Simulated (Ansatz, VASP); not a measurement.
## Cross-check of W36C (C/W(110)) between VASP and Ansatz

Aim: how closely do two programs agree when they are given the same cell, functional and k mesh? Of the first pair: The structure shown is the start of the Ansatz relaxation below; VASP solves that cell, so the two are compared at the walk's first step.

Calculated with Ansatz 0.2.0; plane waves, with VASP 6.6.1 beside it; PBE.

## (1) The structure

The cell holds 37 atoms: 36 W and 1 C. Its edges and angles: a = 8.210 Å, b = 8.210 Å, c = 26.623 Å, α = 90.0°, β = 90.0°, γ = 70.5°. Vacuum lies along c.

## (2) Ansatz: relaxation, PBE

Ansatz runs on its default PAW (the set named soft_2) files.

The two programs are compared at the cell with which this relaxation starts, whose forces are those of its first step.

Input file input.yaml:

```yaml
crystal:
  lattice:
    - [6.7033722855, -4.74, 0.0]
    - [6.7033722855, 4.74, 0.0]
    - [0.0, 0.0, 26.6226796578]
  atoms:
    - { symbol: W, position: [0.0, 0.0, 0.3380576304] }
    - { symbol: W, position: [0.1666666667, 0.1666666667, 0.4219882286] }
    - { symbol: W, position: [0.0, 0.0, 0.5073415925] }
    - { symbol: W, position: [0.1666666667, 0.1666666667, 0.5896837502] }
    - { symbol: W, position: [0.0, 0.3333333333, 0.3380576304] }
    - { symbol: W, position: [0.1666666667, 0.5, 0.4219882286] }
    - { symbol: W, position: [0.0, 0.3333333333, 0.5073415925] }
    - { symbol: W, position: [0.1666666667, 0.5, 0.5896837502] }
    - { symbol: W, position: [0.0, 0.6666666667, 0.3380576304] }
    - { symbol: W, position: [0.1666666667, 0.8333333333, 0.4219882286] }
    - { symbol: W, position: [0.0, 0.6666666667, 0.5073415925] }
    - { symbol: W, position: [0.1666666667, 0.8333333333, 0.5896837502] }
    - { symbol: W, position: [0.3333333333, 0.0, 0.3380576304] }
    - { symbol: W, position: [0.5, 0.1666666667, 0.4219882286] }
    - { symbol: W, position: [0.3333333333, 0.0, 0.5073415925] }
    - { symbol: W, position: [0.5, 0.1666666667, 0.5896837502] }
    - { symbol: W, position: [0.3333333333, 0.3333333333, 0.3380576304] }
    - { symbol: W, position: [0.5, 0.5, 0.4219882286] }
    - { symbol: W, position: [0.3333333333, 0.3333333333, 0.5073415925] }
    - { symbol: W, position: [0.5, 0.5, 0.5896837502] }
    - { symbol: W, position: [0.3333333333, 0.6666666667, 0.3380576304] }
    - { symbol: W, position: [0.5, 0.8333333333, 0.4219882286] }
    - { symbol: W, position: [0.3333333333, 0.6666666667, 0.5073415925] }
    - { symbol: W, position: [0.5, 0.8333333333, 0.5896837502] }
    - { symbol: W, position: [0.6666666667, 0.0, 0.3380576304] }
    - { symbol: W, position: [0.8333333333, 0.1666666667, 0.4219882286] }
    - { symbol: W, position: [0.6666666667, 0.0, 0.5073415925] }
    - { symbol: W, position: [0.8333333333, 0.1666666667, 0.5896837502] }
    - { symbol: W, position: [0.6666666667, 0.3333333333, 0.3380576304] }
    - { symbol: W, position: [0.8333333333, 0.5, 0.4219882286] }
    - { symbol: W, position: [0.6666666667, 0.3333333333, 0.5073415925] }
    - { symbol: W, position: [0.8333333333, 0.5, 0.5896837502] }
    - { symbol: W, position: [0.6666666667, 0.6666666667, 0.3380576304] }
    - { symbol: W, position: [0.8333333333, 0.8333333333, 0.4219882286] }
    - { symbol: W, position: [0.6666666667, 0.6666666667, 0.5073415925] }
    - { symbol: W, position: [0.8333333333, 0.8333333333, 0.5896837502] }
    - { symbol: C, position: [0.28, 0.28, 0.6619423696] }
kpoints:
  mp_grid: { grid: [4, 4, 1] }
hamiltonian:
  xc: pbe
scf:
  occupations: { method: fermi_dirac, width: 0.1 }
  convergence: { dr2_threshold: 1.0e-08 }
efield:
  axis: 3
  dipole_correction: true
  ramp_position: 0.97
  ramp_width: 0.06
relax:
  f_tol: 0.02
  max_steps: 60
  constraints:
    - { sites: [0, 1, 4, 5, 8, 9, 12, 13, 16, 17, 20, 21, 24, 25, 28, 29, 32, 33] }
output:
  write_potential: true
  write_density: true
  volumetric_format: npy
```

Run with:

```console
$ ansatz run input.yaml --threads 4 --pin off --max-ram 16384MiB --backend cpu --events-out ev --progress --plain --runs-dir out
```

Numbers of over 12 decimals in the logs are rounded to 6 here.

The program printed:

```text
Engine: ansatz 0.2.0, aarch64-unknown-linux-gnu
Pseudopotentials: kind: paw
Pseudopotential: W, paw, valence charge 14, recommended cutoff 420 eV (normal), W.paw.azcp
Pseudopotential: C, paw, valence charge 4, recommended cutoff 420 eV (normal), C.paw.azcp
Functional definition: PBE
  parameter kappa = 0.804
  parameter beta = 0.066725
  exchange = pbe_x(kappa = kappa, mu = beta*pi^2/3)
  correlation = pbe_c(beta = beta)
Crystal: 37 atoms, lattice volume = 1691.817 Å³
Basis set: ecut = 420 eV, 33125 PW (Γ), exchange–correlation on 120×120×360 points (8 copies of the dense FFT grid, shifted against one another)
Bands: 305, of which v1, the nominal top of the filled ones, is band 254 counted from 1 (253 counted from 0)
Symmetry: 2 space group operations
Space group: Cm (ITA 8), of the structure as read, at distance tolerance 1.2e-4 Å
k-points: 7 of 16 (time reversal used)
Non-local potential: W, projectors of the file, l = 0: 3, l = 1: 2, l = 2: 2, l = 3: 1
Non-local potential: C, projectors of the file, l = 0: 2, l = 1: 2, l = 2: 1
PAW form: soft (Blöchl's): semilocal exchange-correlation on the pseudo side does not see the compensation charge
PAW one-centre angular grid: W, 590 points (default); XC on 64 Gauss nodes
PAW one-centre angular grid: C, 110 points (default); XC on 64 Gauss nodes
Initial density: superposition of atomic densities (neutral atoms: chi_scale 0, normalization atom), corrected by the library's trained network
Initial wavefunctions: pseudopotential atomic-orbital guess
Functional: x = pbe(κ = 0.804, μ = 0.219515), c = pbe(β = 0.066725)
SCF iter   1: F=—  HF=-374076.901725 eV  |F-HF|=—  |Δ(HF+E_count)|=         —  Δρ=9.34e-3  dr2=1.76e1  ethr=1.77e-3  p=-0.183 e·Å  D=-1.95e-2 V/Å  ΔV_dip=0.52 eV  dr2_dipole=6.10e-2  V_vac-E_F(+/−)=5.55/5.03 eV  ⟨swp⟩=10.9  Hψ=11158  notcnv=0
efield: sawtooth ramp at fractional position 0.9700 (set: `efield.ramp_position`, or a place that a band, a saddle search or an elastic batch's reference lends), width 0.0600; the density the first Hamiltonian is built on has a dipole p = -0.183 e·Å; the dipole correction subtracts the counter field D = -1.95e-2 V/Å, which shifts the + side's vacuum level by +0.52 eV against the − side's; the planar-averaged density in the ramp window peaks in size at 1.4e-5 e/Å³
preconditioner: auto → LDOS  [metal: Δε(μ)=0.037 eV  Ē_g=4.602 eV  σ=0.100 eV  W_gap=0.09  n_scr=304 (ndim 8)  ℏωp=13.4 eV  f_vac=0.584  D(μ)=26.80/eV (n_scr^D=146)  β→1.0]
SCF iter   2: F=—  HF=-374076.243010 eV  |F-HF|=—  |Δ(HF+E_count)|=   6.59e-1  Δρ=4.63e-3  dr2=2.72e0  ethr=1.77e-3  p=-0.172 e·Å  D=-1.84e-2 V/Å  ΔV_dip=0.49 eV  dr2_dipole=1.69e-2  V_vac-E_F(+/−)=5.40/4.91 eV  ⟨swp⟩=3.6  Hψ=3216  notcnv=0
SCF iter   3: F=—  HF=-374076.097619 eV  |F-HF|=—  |Δ(HF+E_count)|=   1.45e-1  Δρ=6.18e-4  dr2=2.67e-2  ethr=5.35e-4  p=-0.177 e·Å  D=-1.89e-2 V/Å  ΔV_dip=0.50 eV  dr2_dipole=3.20e-5  V_vac-E_F(+/−)=5.41/4.91 eV  ⟨swp⟩=2.7  Hψ=2782  notcnv=0
SCF iter   4: F=—  HF=-374076.099229 eV  |F-HF|=—  |Δ(HF+E_count)|=   1.61e-3  Δρ=2.27e-4  dr2=2.47e-3  ethr=5.25e-6  p=-0.175 e·Å  D=-1.87e-2 V/Å  ΔV_dip=0.50 eV  dr2_dipole=8.56e-6  V_vac-E_F(+/−)=5.41/4.91 eV  ⟨swp⟩=3.0  Hψ=3831  notcnv=0
SCF iter   5: F=—  HF=-374076.099248 eV  |F-HF|=—  |Δ(HF+E_count)|=   1.90e-5  Δρ=8.47e-5  dr2=1.56e-4  ethr=4.86e-7  p=-0.174 e·Å  D=-1.86e-2 V/Å  ΔV_dip=0.50 eV  dr2_dipole=2.68e-6  V_vac-E_F(+/−)=5.41/4.91 eV  ⟨swp⟩=2.0  Hψ=2994  notcnv=0
SCF iter   6: F=—  HF=-374076.099357 eV  |F-HF|=—  |Δ(HF+E_count)|=   1.09e-4  Δρ=3.03e-5  dr2=4.83e-5  ethr=3.06e-8  p=-0.173 e·Å  D=-1.85e-2 V/Å  ΔV_dip=0.49 eV  dr2_dipole=4.44e-7  V_vac-E_F(+/−)=5.40/4.91 eV  ⟨swp⟩=3.0  Hψ=3827  notcnv=0
SCF iter   7: F=—  HF=-374076.099186 eV  |F-HF|=—  |Δ(HF+E_count)|=   1.71e-4  Δρ=9.55e-6  dr2=3.07e-6  ethr=9.51e-9  p=-0.172 e·Å  D=-1.84e-2 V/Å  ΔV_dip=0.49 eV  dr2_dipole=1.08e-7  V_vac-E_F(+/−)=5.40/4.91 eV  ⟨swp⟩=2.0  Hψ=2927  notcnv=0
SCF iter   8: F=—  HF=-374076.100560 eV  |F-HF|=—  |Δ(HF+E_count)|=   1.37e-3  Δρ=5.27e-6  dr2=1.27e-6  ethr=6.04e-10  p=-0.172 e·Å  D=-1.84e-2 V/Å  ΔV_dip=0.49 eV  dr2_dipole=4.64e-9  V_vac-E_F(+/−)=5.40/4.91 eV  ⟨swp⟩=3.4  Hψ=4868  notcnv=0
SCF iter   9: F=—  HF=-374076.100560 eV  |F-HF|=—  |Δ(HF+E_count)|=   1.36e-8  Δρ=1.68e-6  dr2=7.79e-8  ethr=2.51e-10  p=-0.172 e·Å  D=-1.84e-2 V/Å  ΔV_dip=0.49 eV  dr2_dipole=3.65e-11  V_vac-E_F(+/−)=5.40/4.91 eV  ⟨swp⟩=2.6  Hψ=3615  notcnv=0
SCF iter  10: F=—  HF=-374076.100560 eV  |F-HF|=—  |Δ(HF+E_count)|=   2.55e-8  Δρ=6.30e-7  dr2=1.85e-8  ethr=1.97e-12  p=-0.172 e·Å  D=-1.84e-2 V/Å  ΔV_dip=0.49 eV  dr2_dipole=6.78e-12  V_vac-E_F(+/−)=5.40/4.91 eV  ⟨swp⟩=12.1  Hψ=16718  notcnv=0
[...]
k-point 6: bands = [... 250 lower, 3.9133, 3.9173, 4.0283, 4.0966, 4.2876, 4.3482, 4.4159, 4.4556, ... 47 higher]
--- Relaxed structure (10 steps of the walk, 10 accepted, 0 SCFs on fresh bases) ---
  F+E_penalty+E_count = -374079.21021266 eV   max|allowed force component| = 5.364e-3 eV/Å
  atoms:
    - { symbol: W, position: [0.0, 0.0, 0.338058] }
    - { symbol: W, position: [0.1666666667, 0.1666666667, 0.4219882286] }
    - { symbol: W, position: [0.00210183, 0.00210183, 0.507559] }
    - { symbol: W, position: [0.173432, 0.173432, 0.592791] }
    - { symbol: W, position: [-2.7755575615628914e-17, 0.333333, 0.338058] }
    - { symbol: W, position: [0.166667, 0.5, 0.4219882286] }
    - { symbol: W, position: [0.000406189, 0.334956, 0.507818] }
    - { symbol: W, position: [0.155390, 0.511247, 0.590263] }
    - { symbol: W, position: [0.0, 0.6666666667, 0.338058] }
    - { symbol: W, position: [0.166667, 0.8333333333, 0.4219882286] }
    - { symbol: W, position: [-0.00341184, 0.670070, 0.505811] }
    - { symbol: W, position: [0.167229, 0.838913, 0.589558] }
    - { symbol: W, position: [0.333333, -2.7755575615628914e-17, 0.338058] }
    - { symbol: W, position: [0.5, 0.166667, 0.4219882286] }
    - { symbol: W, position: [0.334956, 0.000406189, 0.507818] }
    - { symbol: W, position: [0.511247, 0.155390, 0.590263] }
    - { symbol: W, position: [0.3333333333, 0.3333333333, 0.338058] }
    - { symbol: W, position: [0.5, 0.5, 0.4219882286] }
    - { symbol: W, position: [0.333306, 0.333306, 0.506681] }
    - { symbol: W, position: [0.493187, 0.493187, 0.592789] }
    - { symbol: W, position: [0.333333, 0.6666666667, 0.338058] }
    - { symbol: W, position: [0.500000, 0.833333, 0.4219882286] }
    - { symbol: W, position: [0.331691, 0.666257, 0.507813] }
    - { symbol: W, position: [0.499437, 0.827702, 0.589557] }
[...]
- { symbol: W, position: [0.6666666667, 0.333333, 0.338058] }
    - { symbol: W, position: [0.833333, 0.500000, 0.4219882286] }
    - { symbol: W, position: [0.666257, 0.331691, 0.507813] }
    - { symbol: W, position: [0.827702, 0.499437, 0.589557] }
    - { symbol: W, position: [0.6666666667, 0.6666666667, 0.338058] }
    - { symbol: W, position: [0.8333333333, 0.8333333333, 0.4219882286] }
    - { symbol: W, position: [0.664555, 0.664555, 0.507557] }
    - { symbol: W, position: [0.833349, 0.833349, 0.588077] }
    - { symbol: C, position: [0.333310, 0.333310, 0.630769] }
```

## (3) VASP: single point, PBE, start cell, pair 1

The same cell, functional, mesh and smearing now go to VASP, with its own data sets.

Lines of VASP's logs that name or quote its potential files are left out, and so is its time.

Input file INCAR:

```
SYSTEM = W36C
PREC = Accurate
ENCUT = 520
EDIFF = 1E-06
NELM = 120
ISMEAR = -1
SIGMA = 0.1
LREAL = Auto
ALGO = Normal
GGA = PE
NBANDS = 136
LASPH = .TRUE.
LORBIT = 11
LWAVE = .FALSE.
LCHARG = .FALSE.
ISIF = 2
LDIPOL = .TRUE.
IDIPOL = 3
DIPOL = 0.5 0.5 0.469
LVHAR = .TRUE.
GGA_COMPAT = .FALSE.
NELMDL = -8
KPAR = 4
```

Input file POSCAR:

```
W36C
1.0
    6.7033722855     -4.7400000000      0.0000000000
    6.7033722855      4.7400000000      0.0000000000
    0.0000000000      0.0000000000     26.6226796578
W C
36 1
Direct
    0.0000000000      0.0000000000      0.3380576304
    0.1666666347      0.1666666347      0.4219882125
    0.0000000000      0.0000000000      0.5073416040
    0.1666666347      0.1666666347      0.5896837659
    0.9999999680      0.3333333014      0.3380576304
    0.1666666773      0.5000000107      0.4219882125
    0.9999999680      0.3333333014      0.5073416040
    0.1666666773      0.5000000107      0.5896837659
    0.0000000107      0.6666666773      0.3380576304
    0.1666666454      0.8333333120      0.4219882125
    0.0000000107      0.6666666773      0.5073416040
    0.1666666454      0.8333333120      0.5896837659
    0.3333333014      0.9999999680      0.3380576304
    0.5000000107      0.1666666773      0.4219882125
    0.3333333014      0.9999999680      0.5073416040
    0.5000000107      0.1666666773      0.5896837659
    0.3333333440      0.3333333440      0.3380576304
    0.4999999787      0.4999999787      0.4219882125
    0.3333333440      0.3333333440      0.5073416040
    0.4999999787      0.4999999787      0.5896837659
    0.3333333120      0.6666666454      0.3380576304
    0.5000000213      0.8333333547      0.4219882125
    0.3333333120      0.6666666454      0.5073416040
    0.5000000213      0.8333333547      0.5896837659
    0.6666666773      0.0000000107      0.3380576304
    0.8333333120      0.1666666454      0.4219882125
    0.6666666773      0.0000000107      0.5073416040
    0.8333333120      0.1666666454      0.5896837659
    0.6666666454      0.3333333120      0.3380576304
    0.8333333547      0.5000000213      0.4219882125
    0.6666666454      0.3333333120      0.5073416040
    0.8333333547      0.5000000213      0.5896837659
    0.6666666880      0.6666666880      0.3380576304
    0.8333333227      0.8333333227      0.4219882125
    0.6666666880      0.6666666880      0.5073416040
    0.8333333227      0.8333333227      0.5896837659
    0.2799999642      0.2799999642      0.6619423825
```

Input file KPOINTS:

```
Automatic mesh
0
Gamma
4 4 1
0 0 0
```

The projector-augmented-wave data sets are W and C (PBE family, release 64).

Run with:

```console
$ mpirun -np 4 vasp_std
```

The program printed:

```text
[banner, memory and clock lines left out]
running    4 mpi-ranks, on    1 nodes
[...]
LDA part: xc-table for (Slater+PW92), standard interpolation
 POSCAR, INCAR and KPOINTS ok, starting setup
[...]
entering main loop
       N       E                     dE             d eps       ncg     rms          rms(c)
DAV:   1     0.121977768736E+04    0.12198E+04   -0.80256E+04  1904   0.127E+03
DAV:   2    -0.288784271125E+03   -0.15086E+04   -0.14465E+04  2784   0.269E+02
DAV:   3    -0.462431148530E+03   -0.17365E+03   -0.16746E+03  2288   0.883E+01
DAV:   4    -0.477242130357E+03   -0.14811E+02   -0.14505E+02  3184   0.205E+01
[...]
DAV:  45    -0.449260394684E+03   -0.10530E-05   -0.10619E-07  1168   0.547E-04    0.624E-04
DAV:  46    -0.449260395863E+03   -0.11793E-05   -0.82062E-08  1160   0.461E-04    0.501E-04
DAV:  47    -0.449260396394E+03   -0.53160E-06   -0.57335E-08  1144   0.321E-04
   1 F= -.44926040E+03 E0= -.44882240E+03  d E =-.875991E+00
```

OUTCAR, selected parts (step 3):

```text
  Total      -30.6290254    -43.3467900    -26.8771310      0.0000000      0.0000000      0.4441388
  in kB      -29.0061652    -41.0500869    -25.4530627      0.0000000      0.0000000      0.4206064
  external PRESSURE =     -31.8364383 kB  Pullay stress =       0.0000000 kB

 POSITION                                       TOTAL-FORCE (eV/Angst)
 -----------------------------------------------------------------------------------
      0.00000      0.00000      9.00000        -0.004251     -0.000000      0.518988
      2.23446      0.00000     11.23446        -0.013907     -0.000000     -0.363706
      0.00000      0.00000     13.50679        -0.034713     -0.000000      0.084262
      2.23446      0.00000     15.69896         0.839463     -0.000000      2.125597
      8.93783     -3.16000      9.00000         0.012682     -0.009151      0.522886
      4.46892      1.58000     11.23446         0.006813      0.006830     -0.381139
      8.93783     -3.16000     13.50679        -0.109374      0.310788     -0.157926
      4.46892      1.58000     15.69896        -0.285500     -0.432653      1.596245
      4.46892      3.16000      9.00000        -0.005493     -0.020402      0.535403
      6.70337      3.16000     11.23446         0.011064     -0.026794     -0.381976
      4.46892      3.16000     13.50679         0.120754      0.036562      0.026357
      6.70337      3.16000     15.69896        -0.013065      0.030135     -0.390504
      8.93783      3.16000      9.00000         0.012682      0.009151      0.522886
      4.46892     -1.58000     11.23446         0.006813     -0.006830     -0.381139
[...]
-----------------------------------------------------------------------------------
    total drift:                               -0.002552     -0.000000      0.021075

  FREE ENERGIE OF THE ION-ELECTRON SYSTEM (eV)
  ---------------------------------------------------
  free  energy   TOTEN  =      -449.2603963944 eV

  energy  without entropy=     -448.3844055466  energy(sigma->0) =     -448.82240097

[... 2 further parts left out ...]
[key lines of the parts left out:]
E-fermi :  -0.6618
```

## (4) Comparison

Known differences besides the potentials themselves: the data sets hold 508 valence electrons in Ansatz (on its default PAW (the set named soft_2) files) and 220 in VASP; the cutoff is 420 eV in Ansatz and 520 eV in VASP (PREC = Accurate, projectors in real space). Total energies have different zeros and are not compared.

Forces on 10 of the 37 atoms, those with the largest forces and the largest differences (eV/Å; atoms numbered as in POSCAR):

| atom | Ansatz x, y, z | VASP x, y, z |
| --- | --- | --- |
| W4 | 0.838, 0.000, 2.312 | 0.839, 0.000, 2.126 |
| W8 | -0.287, -0.426, 1.785 | -0.285, -0.433, 1.596 |
| W9 | -0.005, -0.017, 0.359 | -0.005, -0.020, 0.535 |
| W12 | -0.012, 0.029, -0.190 | -0.013, 0.030, -0.391 |
| W16 | -0.287, 0.426, 1.785 | -0.285, 0.433, 1.596 |
| W20 | -0.103, 0.000, 0.174 | -0.096, 0.000, -0.026 |
| W21 | 0.002, 0.000, 0.366 | 0.002, -0.001, 0.546 |
| W28 | -0.012, -0.029, -0.190 | -0.013, -0.030, -0.391 |
| W29 | 0.002, 0.000, 0.366 | 0.002, 0.001, 0.546 |
| C37 | 0.191, 0.000, -4.875 | 0.186, 0.000, -4.889 |

The forces differ by 79 meV/Å r.m.s., which is 13.2 % of the r.m.s. force of 0.599 eV/Å (both taken over all components). Where the cell holds vacuum, a pressure given here is an average over it and none of the material.

## (5) Ansatz: relaxation, PBE

This run makes the geometry at which the two programs are then compared.

The structure compared here is the end of the Ansatz relaxation.

This is the run of step 2 again, met here at its other cell.

(Continued in part 2 of 2.)

[Lines on the potential files, build, host, timing and source positions are cut from VASP's logs without a mark.]

[Logs are printed without paths, hosts, clocks, repeated set-up lines and the standing remarks that a program may print on its own settings, such as how far it seeks lower states.]

[Hosts, paths, dates, database ids (printed as entryN), source tags and the programs' standing remarks are cut or masked in the printed files.]
